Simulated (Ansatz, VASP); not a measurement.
## H68Cl2O33: VASP beside Ansatz

Aim: how closely do two programs agree when they are given the same cell, functional and k mesh? The cell is taken from a series of runs on this material, whose earlier steps may have relaxed, scaled, displaced or heated it; both programs get it as it stands.

Program: Ansatz 0.2.0. Level of theory: plane waves, with VASP 6.6.1 beside it; single point at PBEsol. Results are calculated unless marked as measured.

## (1) The starting structure

The cell holds 206 atoms: 66 O, 136 H and 4 Cl. Cell: a = 12.792 Å, b = 12.792 Å, c = 12.792 Å, α = 90.0°, β = 90.0°, γ = 90.0°.

## (2) VASP: single point, PBEsol

With cell and atoms fixed, the geometry can't cause a difference; cores, projectors, grids and the points listed under the comparison can.

Lines of VASP's logs that name or quote its potential files are left out, and so is its time.

The input, INCAR:

```
SYSTEM = H68Cl2O33
PREC = Accurate
ENCUT = 600
EDIFF = 1E-06
NELM = 120
ISMEAR = 0
SIGMA = 0.01
LREAL = Auto
ALGO = Normal
GGA = PS
NBANDS = 424
LORBIT = 11
LWAVE = .FALSE.
LCHARG = .FALSE.
ISIF = 2
LASPH = .TRUE.
GGA_COMPAT = .FALSE.
EFERMI = MIDGAP
```

The input, POSCAR:

```
H68Cl2O33
1.0
   12.7916200000      0.0000000000      0.0000000000
    0.0000000000     12.7916200000      0.0000000000
    0.0000000000      0.0000000000     12.7916200000
O H Cl
66 136 4
Direct
    0.6912100000      0.7172300000      0.8658800000
    0.2134700000      0.9386700000      0.9465800000
    0.3386200000      0.7419500000      0.2347600000
    0.1248000000      0.5615100000      0.7927200000
    0.6702500000      0.1536900000      0.7717500000
    0.9438500000      0.9316100000      0.5449800000
    0.2248100000      0.2794000000      0.0512500000
    0.6344900000      0.7010800000      0.5366500000
    0.8078700000      0.8051600000      0.4221900000
    0.5296400000      0.2077200000      0.5459200000
    0.2632500000      0.5542700000      0.2712700000
    0.6325600000      0.9528600000      0.5747200000
    0.7742800000      0.8750800000      0.2267300000
    0.3920600000      0.4630800000      0.8888800000
    0.9999300000      0.6123000000      0.1926100000
    0.8259400000      0.2658400000      0.5200000000
    0.8407700000      0.3686200000      0.9202300000
    0.0823000000      0.9972400000      0.0995400000
    0.8347000000      0.4445000000      0.6509700000
    0.5658700000      0.4086400000      0.9917600000
    0.7128000000      0.5217700000      0.0949000000
    0.0722100000      0.3922500000      0.9045600000
    0.7770200000      0.5818000000      0.3052600000
    0.7250600000      0.9059700000      0.7574800000
    0.6253500000      0.7403100000      0.2993600000
    0.9569800000      0.1951700000      0.9028700000
    0.2188800000      0.1382900000      0.8770100000
    0.8433400000      0.5968500000      0.9232500000
    0.9679800000      0.1273600000      0.2049700000
    0.1619500000      0.8376000000      0.2839700000
[... 170 atom lines left out ...]
    0.4063400000      0.9775200000      0.0879100000
    0.3322400000      0.9865000000      0.1914800000
    0.3185600000      0.6930600000      0.0008100000
    0.0767700000      0.2448200000      0.5163200000
    0.1302100000      0.7467100000      0.5662100000
    0.7129200000      0.1028200000      0.1595600000
```

The input, KPOINTS:

```
Automatic mesh
0
Gamma
1 1 1
0 0 0
```

Potentials, in the order of the species: O, H and Cl (PBE family, release 64).

Launch:

```console
$ export OMP_NUM_THREADS=3
$ mpirun -np 1 vasp_gam
```

Numbers of over 12 decimals in the logs are rounded to 6 here.

The program printed:

```text
[banner, memory and clock lines left out]
running    1 mpi-ranks, on    1 nodes
[...]
Offloading initialized ...    1 GPUs detected
[...]
|                                                                             |
|               ----> ADVICE to this user running VASP <----                  |
|                                                                             |
|     You enforced a specific xc type in the INCAR file but a different       |
|     [... a line on the potential file left out ...]
|     I HOPE YOU KNOW WHAT YOU ARE DOING!                                     |
|                                                                             |

 LDA part: xc-table for (Slater+PW92), standard interpolation
 POSCAR, INCAR and KPOINTS ok, starting setup
[...]
entering main loop
       N       E                     dE             d eps       ncg     rms          rms(c)
DAV:   1     0.489600993276E+04    0.48960E+04   -0.32503E+05   872   0.138E+03
DAV:   2    -0.525385710122E+03   -0.54214E+04   -0.51603E+04  1064   0.318E+02
DAV:   3    -0.107932547178E+04   -0.55394E+03   -0.54949E+03  1040   0.105E+02
DAV:   4    -0.108951466662E+04   -0.10189E+02   -0.10153E+02  1032   0.156E+01
[...]
DAV:  18    -0.100265536000E+04   -0.36269E-05   -0.20208E-05   976   0.951E-03    0.656E-03
DAV:  19    -0.100265536187E+04   -0.18751E-05   -0.58683E-06   944   0.749E-03    0.207E-03
DAV:  20    -0.100265536203E+04   -0.16149E-06   -0.32176E-06   960   0.480E-03
   1 F= -.10026554E+04 E0= -.10026554E+04  d E =0.000000E+00
```

Parts of OUTCAR (step 2):

```text
  FREE ENERGIE OF THE ION-ELECTRON SYSTEM (eV)
  ---------------------------------------------------
  free  energy   TOTEN  =     -1002.6553620320 eV

  energy  without entropy=    -1002.6553620320  energy(sigma->0) =    -1002.65536203
```

The run ends at a pressure of -2.20 GPa, with forces up to 1.7 eV/Å.

## (3) Ansatz: single point, PBEsol

Ansatz runs on its default PAW (the set named soft_2) files.

The same cell, functional and mesh now go to Ansatz, which takes its cutoff from its data sets.

The input, input.yaml:

```yaml
crystal:
  lattice:
    - [12.79162, 0.0, 0.0]
    - [0.0, 12.79162, 0.0]
    - [0.0, 0.0, 12.79162]
  atoms:
    - { symbol: O, position: [0.69121, 0.71723, 0.86588] }
    - { symbol: H, position: [0.70181, 0.79109, 0.83267] }
    - { symbol: H, position: [0.73699, 0.67334, 0.81767] }
    - { symbol: H, position: [0.73111, 0.71605, 0.93567] }
    - { symbol: O, position: [0.21347, 0.93867, 0.94658] }
    - { symbol: H, position: [0.25498, 0.91356, 0.00602] }
    - { symbol: H, position: [0.15502, 0.98023, 0.98005] }
    - { symbol: H, position: [0.26371, 0.99271, 0.91694] }
    - { symbol: O, position: [0.33862, 0.74195, 0.23476] }
    - { symbol: H, position: [0.34062, 0.69779, 0.17138] }
    - { symbol: H, position: [0.29088, 0.80021, 0.21609] }
    - { symbol: H, position: [0.28958, 0.70061, 0.2812] }
    - { symbol: O, position: [0.1248, 0.56151, 0.79272] }
    - { symbol: H, position: [0.06713, 0.61378, 0.79717] }
    - { symbol: H, position: [0.09565, 0.51493, 0.73908] }
    - { symbol: H, position: [0.12396, 0.52207, 0.85956] }
    - { symbol: O, position: [0.67025, 0.15369, 0.77175] }
    - { symbol: H, position: [0.5949, 0.13746, 0.75872] }
    - { symbol: H, position: [0.71442, 0.11641, 0.7191] }
    - { symbol: O, position: [0.94385, 0.93161, 0.54498] }
    - { symbol: H, position: [0.88165, 0.88986, 0.52262] }
    - { symbol: H, position: [0.00236, 0.88324, 0.56363] }
    - { symbol: O, position: [0.22481, 0.2794, 0.05125] }
    - { symbol: H, position: [0.22515, 0.34901, 0.08685] }
    - { symbol: H, position: [0.29819, 0.25334, 0.0443] }
    - { symbol: O, position: [0.63449, 0.70108, 0.53665] }
    - { symbol: H, position: [0.59716, 0.75984, 0.57223] }
    - { symbol: H, position: [0.58722, 0.6685, 0.4836] }
    - { symbol: O, position: [0.80787, 0.80516, 0.42219] }
    - { symbol: H, position: [0.74329, 0.78641, 0.46205] }
[... 170 atom lines left out ...]
    - { symbol: H, position: [0.40634, 0.97752, 0.08791] }
    - { symbol: H, position: [0.33224, 0.9865, 0.19148] }
    - { symbol: Cl, position: [0.31856, 0.69306, 0.00081] }
    - { symbol: Cl, position: [0.07677, 0.24482, 0.51632] }
    - { symbol: Cl, position: [0.13021, 0.74671, 0.56621] }
    - { symbol: Cl, position: [0.71292, 0.10282, 0.15956] }
kpoints:
  mp_grid: { grid: [1, 1, 1] }
hamiltonian:
  xc: pbesol
scf:
  occupations: { method: fixed }
output:
  forces: true
  stress: true
  populations: true
  dos:
    method: { smearing: { sigma: 0.15 } }
    de: 0.1
    projected: { site_lists: { Cl: [Cl], H: [H], O: [O] } }
  eigenvalues: true
  write_density: true
  write_potential: true
  volumetric_format: npy
```

Launch:

```console
$ ansatz run input.yaml --threads 8 --pin off --max-ram 15872MiB --backend cpu --events-out ev --progress --plain --runs-dir out
```

The program printed:

```text
Engine: ansatz 0.2.0, aarch64-unknown-linux-gnu
Pseudopotentials: kind: paw
Pseudopotential: O, paw, valence charge 6, recommended cutoff 420 eV (normal), O.paw.azcp
Pseudopotential: H, paw, valence charge 1, recommended cutoff 420 eV (normal), H.paw.azcp
Pseudopotential: Cl, paw, valence charge 7, recommended cutoff 420 eV (normal), Cl.paw.azcp
Functional definition: PBEsol
  exchange = pbesol_x
  correlation = pbesol_c
Crystal: 206 atoms, lattice volume = 2093.036 Å³
Basis set: ecut = 420 eV, 40747 PW (Γ), exchange–correlation on 180×180×180 points (8 copies of the dense FFT grid, shifted against one another)
Bands: 486, of which v1, the nominal top of the filled ones, is band 280 counted from 1 (279 counted from 0)
Symmetry: 1 space group operations
Space group: P1 (ITA 1), of the structure as read, at distance tolerance 1.3e-4 Å
k-points: 1
Non-local potential: O, projectors of the file, l = 0: 2, l = 1: 2, l = 2: 1
Non-local potential: H, projectors of the file, l = 0: 2, l = 1: 1
Non-local potential: Cl, projectors of the file, l = 0: 2, l = 1: 2, l = 2: 2
PAW form: soft (Blöchl's): semilocal exchange-correlation on the pseudo side does not see the compensation charge
PAW frozen core: O, regenerated for the run's functional, and the local potential with it (the file was generated under x = pbe(κ = 0.804, μ = 0.219515), c = pbe(β = 0.066725))
PAW frozen core: Cl, regenerated for the run's functional, and the local potential with it (the file was generated under x = pbe(κ = 0.804, μ = 0.219515), c = pbe(β = 0.066725))
PAW one-centre angular grid: O, 110 points (default); XC on 64 Gauss nodes
PAW one-centre angular grid: H, 110 points (default); XC on 64 Gauss nodes
PAW one-centre angular grid: Cl, 110 points (default); XC on 64 Gauss nodes
Initial density: superposition of atomic densities (neutral atoms: chi_scale 0, normalization atom), corrected by the library's trained network
Initial wavefunctions: pseudopotential atomic-orbital guess
Functional: x = pbesol(κ = 0.804, μ = 0.123457), c = pbesol(β = 0.046)
SCF iter   1: F=—  HF=-43422.619569 eV  |F-HF|=—  |Δ(HF+E_count)|=         —  Δρ=5.99e-3  dr2=6.33e-1  ethr=1.77e-3  ⟨swp⟩=5.0  Hψ=1732  notcnv=0  defer=204
preconditioner: auto → Resta (q_TF=auto, 2.190 Å⁻¹)  ε∞=2.2  [insulator: Δε(μ)=4.100 eV  Ē_g=17.442 eV  n_scr=364 (ndim 8)  ℏωp=19.2 eV  f_vac=0.259  ε∞_Penn≈2.2]
SCF iter   2: F=—  HF=-43422.415046 eV  |F-HF|=—  |Δ(HF+E_count)|=   2.05e-1  Δρ=2.28e-3  dr2=9.56e-2  ethr=1.13e-4  ⟨swp⟩=2.0  Hψ=834  notcnv=0  defer=204
SCF iter   3: F=—  HF=-43422.389075 eV  |F-HF|=—  |Δ(HF+E_count)|=   2.60e-2  Δρ=1.01e-3  dr2=2.52e-2  ethr=1.71e-5  ⟨swp⟩=3.0  Hψ=563  notcnv=0  defer=204
SCF iter   4: F=—  HF=-43422.387262 eV  |F-HF|=—  |Δ(HF+E_count)|=   1.81e-3  Δρ=2.73e-4  dr2=1.57e-3  ethr=4.49e-6  ⟨swp⟩=3.0  Hψ=500  notcnv=0  defer=204
SCF iter   5: F=—  HF=-43422.387571 eV  |F-HF|=—  |Δ(HF+E_count)|=   3.09e-4  Δρ=1.57e-4  dr2=4.25e-4  ethr=2.80e-7  ⟨swp⟩=2.0  Hψ=841  notcnv=0  defer=204
SCF iter   6: F=—  HF=-43422.387635 eV  |F-HF|=—  |Δ(HF+E_count)|=   6.32e-5  Δρ=4.40e-5  dr2=4.22e-5  ethr=7.58e-8  ⟨swp⟩=3.0  Hψ=570  notcnv=0  defer=202
SCF iter   7: F=—  HF=-43422.388287 eV  |F-HF|=—  |Δ(HF+E_count)|=   6.52e-4  Δρ=1.29e-5  dr2=3.10e-6  ethr=7.53e-9  ⟨swp⟩=2.0  Hψ=560  notcnv=0  defer=199
SCF iter   8: F=—  HF=-43422.388290 eV  |F-HF|=—  |Δ(HF+E_count)|=   3.83e-6  Δρ=7.40e-6  dr2=9.25e-7  ethr=5.54e-10  ⟨swp⟩=3.0  Hψ=570  notcnv=0  defer=199
SCF iter   9: F=-43422.388291 eV  HF=-43422.388291 eV  |F-HF|=2.76e-8  |Δ(HF+E_count)|=   3.03e-7  Δρ=1.93e-6  dr2=8.26e-8  ethr=1.79e-11  ⟨swp⟩=19.0  Hψ=4887  notcnv=0
SCF 1 converged in 9 iterations: F = -43422.388291 eV  dr2 = 8.26e-8
  greatest PAW one-centre occupation: 0.903 electrons in one spin orbital (limit 2), on the Cl atom at site 203 (counted from 0), in its partial waves of l = 0
[...]
--- Löwdin populations: 206 sites ---
  site symbol       q [e]
     0      O      6.4773
     1      H      0.5840
     2      H      0.5905
     3      H      0.5661
     4      O      6.4802
     5      H      0.5686
     6      H      0.5735
     7      H      0.5724
     8      O      6.4661
     9      H      0.5811
    10      H      0.5681
    11      H      0.5594
    12      O      6.4829
    13      H      0.5721
    14      H      0.5708
    15      H      0.5677
    16      O      6.7120
    17      H      0.6323
    18      H      0.6255
    19      O      6.6847
    20      H      0.6051
    21      H      0.6075
    22      O      6.7254
    23      H      0.6144
[...]
198      H      0.6169
   199      O      6.7375
   200      H      0.6275
   201      H      0.6111
   202     Cl      7.6019
   203     Cl      7.4778
   204     Cl      7.5232
   205     Cl      7.5108
  spilling = 0.010561 (of n_electrons = 560.000000)
```

Reading the cycles: dr2 is the Hartree energy of the density residual (eV), the measure of convergence; HF is the Harris–Foulkes estimate of the energy, which meets the free energy F at convergence.

## (4) Side by side

Known differences besides the potentials themselves: fixed occupations in Ansatz, narrow Gaussian smearing in VASP; the cutoff is 420 eV in Ansatz and 600 eV in VASP (PREC = Accurate, projectors in real space); Ansatz makes its cores anew for this functional, VASP keeps those of its PBE data sets. Total energies have different zeros and are not compared.

Compared:

| quantity | Ansatz | VASP | difference |
| --- | --- | --- | --- |
| pressure (GPa) | -2.15 | -2.20 | +0.05 |
| gap on the k mesh (eV) | 4.051 | 4.022 | +0.029 |

Forces on 10 of the 206 atoms, those with the largest forces and the largest differences (eV/Å; atoms numbered as in POSCAR):

| atom | Ansatz x, y, z | VASP x, y, z |
| --- | --- | --- |
| O11 | 0.842, 0.613, 0.890 | 0.844, 0.682, 0.892 |
| O16 | 0.151, 0.584, -1.227 | 0.109, 0.623, -1.243 |
| O40 | 0.233, 0.482, -1.538 | 0.297, 0.517, -1.523 |
| H70 | 0.562, -0.322, 1.409 | 0.614, -0.393, 1.484 |
| H76 | -0.908, 1.024, -0.142 | -0.948, 1.124, -0.144 |
| H77 | 0.013, -0.965, -1.082 | 0.013, -1.022, -1.176 |
| H94 | -0.318, 0.177, -0.276 | -0.412, 0.104, -0.232 |
| H118 | -1.230, -0.713, -0.037 | -1.144, -0.683, -0.020 |
| H122 | -0.415, 0.120, 0.509 | -0.362, 0.110, 0.397 |
| H163 | 0.232, -0.123, 0.632 | 0.235, -0.254, 0.615 |

The forces differ by 53 meV/Å r.m.s., which is 11.9 % of the r.m.s. force of 0.441 eV/Å (both taken over all components). A gap on the mesh is an upper bound, since the band edges may lie between its points.

## (5) Summary of results

* r.m.s. force difference (single point, PBEsol): 12 % of the r.m.s. force

**Reading.** The r.m.s. force difference is 12 % of the r.m.s. force (single point, PBEsol), beyond the 3 % picked in this series as the mark of a large difference. What causes the difference of the single point, PBEsol pair stays open here. How closely two codes agree says nothing of how well the functional describes the real material.

[Lines on the potential files, build, host, timing and source positions are cut from VASP's logs without a mark.]

[Logs are printed without paths, hosts, clocks, repeated set-up lines and the standing remarks that a program may print on its own settings, such as how far it seeks lower states.]

[Hosts, paths, dates, database ids (printed as entryN), source tags and the programs' standing remarks are cut or masked in the printed files.]
